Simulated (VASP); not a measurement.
These are PBE GGA, VASP's PBE PAW potentials (set 64) (plane waves; VASP 6.6.1) values and carry that method's errors.

The input files of a VASP run:

POSCAR:
```
YCr3
1
    0.0000000000     3.5989850000     3.5989850000
    3.5989850000     0.0000000000     3.5989850000
    3.5989850000     3.5989850000     0.0000000000
Y Cr
1 3
Direct
  0.0076700000   0.0143020000  -0.0029040000
  0.4925640000   0.5031030000   0.4974260000
  0.2533860000   0.2411510000   0.2512570000
  0.7463800000   0.7414440000   0.7542210000
```

**INCAR**
```
SYSTEM = YCr3
PREC = Accurate
ENCUT = 300
EDIFF = 1E-6
NELM = 100
ALGO = Normal
LREAL = .FALSE.
LASPH = .TRUE.
ISMEAR = 0
SIGMA = 0.05
GGA = PE
LMAXMIX = 4
LWAVE = .FALSE.
LCHARG = .FALSE.
ISIF = 2
ISPIN = 2
MAGMOM = 0.0 3.0 3.0 3.0
LORBIT = 11
```

### KPOINTS
```
Automatic mesh
0
Gamma
4 4 4
0 0 0
```

POTCAR, in this order: Y_sv Cr_pv (PBE.64 set). Program: vasp_std.

The run wrote:

**OSZICAR**
```
       N       E                     dE             d eps       ncg     rms          rms(c)
DAV:   1     0.350093418273E+03    0.35009E+03   -0.20853E+04  5584   0.104E+03
DAV:   2    -0.117208947452E+02   -0.36181E+03   -0.35128E+03  4957   0.366E+02
DAV:   3    -0.321603083215E+02   -0.20439E+02   -0.19542E+02  7066   0.819E+01
DAV:   4    -0.332202599030E+02   -0.10600E+01   -0.10525E+01  6722   0.132E+01
DAV:   5    -0.332547103324E+02   -0.34450E-01   -0.34423E-01  6522   0.222E+00    0.441E+01
DAV:   6    -0.416487419586E+02   -0.83940E+01   -0.13102E+02  6045   0.567E+01    0.478E+01
DAV:   7    -0.466512183474E+02   -0.50025E+01   -0.18690E+02  6721   0.534E+01    0.425E+01
DAV:   8    -0.302287445540E+02    0.16422E+02   -0.31269E+01  6370   0.326E+01    0.211E+01
DAV:   9    -0.318000757243E+02   -0.15713E+01   -0.17312E+01  6633   0.188E+01    0.193E+01
DAV:  10    -0.309121639679E+02    0.88791E+00   -0.69606E+00  6623   0.159E+01    0.111E+01
DAV:  11    -0.313924263339E+02   -0.48026E+00   -0.39096E-01  6564   0.277E+00    0.875E+00
DAV:  12    -0.320267528585E+02   -0.63433E+00   -0.18909E+00  6289   0.581E+00    0.294E+00
DAV:  13    -0.320621994663E+02   -0.35447E-01   -0.31702E-01  5705   0.342E+00    0.168E+00
DAV:  14    -0.320546301107E+02    0.75694E-02   -0.53874E-02  6523   0.112E+00    0.124E+00
DAV:  15    -0.320551620392E+02   -0.53193E-03   -0.26435E-02  7126   0.782E-01    0.739E-01
DAV:  16    -0.320563859496E+02   -0.12239E-02   -0.36057E-03  6661   0.317E-01    0.572E-01
DAV:  17    -0.320547033778E+02    0.16826E-02   -0.39711E-03  5928   0.364E-01    0.393E-01
DAV:  18    -0.320553766972E+02   -0.67332E-03   -0.11710E-03  6353   0.192E-01    0.188E-01
DAV:  19    -0.320551585125E+02    0.21818E-03   -0.59775E-04  6117   0.109E-01    0.106E-01
DAV:  20    -0.320551447270E+02    0.13786E-04   -0.26763E-04  6203   0.712E-02    0.389E-02
DAV:  21    -0.320551458258E+02   -0.10989E-05   -0.59986E-05  5931   0.315E-02    0.219E-02
DAV:  22    -0.320551494591E+02   -0.36333E-05   -0.96997E-06  5379   0.161E-02    0.124E-02
DAV:  23    -0.320551504677E+02   -0.10086E-05   -0.92588E-07  3559   0.517E-03    0.642E-03
DAV:  24    -0.320551506233E+02   -0.15553E-06   -0.98981E-07  3681   0.433E-03
   1 F= -.32055151E+02 E0= -.32051519E+02  d E =-.726280E-02  mag=     3.9908
```

File OUTCAR:
```
------------------------ aborting loop because EDIFF is reached ----------------------------------------
  FORCE on cell =-STRESS in cart. coord.  units (eV):
  Direction    XX          YY          ZZ          XY          YZ          ZX
  --------------------------------------------------------------------------------------
  Total       -6.3188045     -6.2819307     -6.3712037     -0.1078516      0.0379407     -0.0355688
  in kB     -108.5863896   -107.9527264   -109.4868523     -1.8533919      0.6519973     -0.6112376
  external PRESSURE =    -108.6753228 kB  Pullay stress =       0.0000000 kB
  volume of cell :       93.23
      direct lattice vectors                 reciprocal lattice vectors
     0.000000000  3.598985000  3.598985000    -0.138928059  0.138928059  0.138928059
     3.598985000  0.000000000  3.598985000     0.138928059 -0.138928059  0.138928059
     3.598985000  3.598985000  0.000000000     0.138928059  0.138928059 -0.138928059
 POSITION                                       TOTAL-FORCE (eV/Angst)
 -----------------------------------------------------------------------------------
      3.64001      3.61614      0.07908        -0.255519     -0.055124     -0.468833
      3.60089      3.56296      3.58339         0.012827      0.036741      0.039680
      1.77217      1.81620      1.77983         0.137750      0.017171      0.191016
      5.38288      5.40064      5.35466         0.104942      0.001212      0.238137
 -----------------------------------------------------------------------------------
    total drift:                               -0.000418      0.001265      0.000156
  FREE ENERGIE OF THE ION-ELECTRON SYSTEM (eV)
  ---------------------------------------------------
  free  energy   TOTEN  =       -32.0551506233 eV

  energy  without entropy=      -32.0478878207  energy(sigma->0) =      -32.05151922

 total charge

# of ion       s       p       d       f       tot
--------------------------------------------------
    1        2.231   6.276   0.911   0.022   9.441
    2        0.278   6.155   3.942   0.000  10.376
    3        0.305   6.129   4.019   0.000  10.453
    4        0.305   6.129   4.019   0.000  10.453
--------------------------------------------------
tot          3.120  24.690  12.891   0.022  40.723

 magnetization (x)

# of ion       s       p       d       f       tot
--------------------------------------------------
    1        0.013   0.074   0.109   0.010   0.206
    2       -0.083  -0.068  -3.516   0.000  -3.667
    3        0.061   0.028   3.512   0.000   3.600
    4        0.061   0.028   3.512   0.000   3.601
--------------------------------------------------
tot          0.052   0.062   3.617   0.010   3.740
```
(Selected blocks of OUTCAR.)

OUTCAR:
```
 val. band max:        4.3676341376   @ k =   0.2500   0.0000   0.0000

 cond. band min:       4.4705792682   @ k =   0.5000   0.5000   0.0000


 Fermi energy:         4.3676640802

 spin component 1

 k-point     1 :       0.0000    0.0000    0.0000
  band No.  band energies     occupation
      1     -39.6348      1.00000
      2     -39.6341      1.00000
      3     -39.6213      1.00000
      4     -39.6121      1.00000
      5     -39.6015      1.00000
      6     -39.6012      1.00000
      7     -38.3009      1.00000
      8     -36.0632      1.00000
      9     -36.0596      1.00000
     10     -36.0552      1.00000
     11     -18.2977      1.00000
     12     -18.2952      1.00000
     13     -18.2940      1.00000
     14      -1.2710      1.00000
     15       2.2044      1.00000
     16       2.2122      1.00000
     17       2.6253      1.00000
     18       2.6274      1.00000
     19       2.6291      1.00000
     20       3.2328      1.00000
     21       3.2594      1.00000
     22       3.2718      1.00000
     23       3.9478      1.00000
     24       3.9661      1.00000
     25       3.9789      1.00000
     26       3.9865      1.00000
     27       3.9941      1.00000
     28       6.1648      0.00000
     29       6.1876      0.00000
     30       7.5107      0.00000
     31       7.5652      0.00000
     32       7.5738      0.00000
     33       8.2203      0.00000

 k-point     2 :       0.2500    0.0000    0.0000
  band No.  band energies     occupation
      1     -39.6353      1.00000
      2     -39.6341      1.00000
      3     -39.6204      1.00000
      4     -39.6145      1.00000
      5     -39.6023      1.00000
      6     -39.6019      1.00000
      7     -38.2993      1.00000
      8     -36.0635      1.00000
      9     -36.0599      1.00000
     10     -36.0556      1.00000
     11     -18.3029      1.00000
     12     -18.2982      1.00000
     13     -18.2951      1.00000
...
```

At this cut-off the stress carries a Pulay error, which pulls relaxed volumes low. The moments were started parallel, and other spin orders were not tried in this run.

The structure was generated: YCr3 was put into an ordered model structure, which need not be its known phase. The cell was not relaxed at this level, atoms are displaced from their ideal sites. The k-mesh is coarse (spacing up to 0.38 per Å, 2π included), so the numbers may not be converged in it.
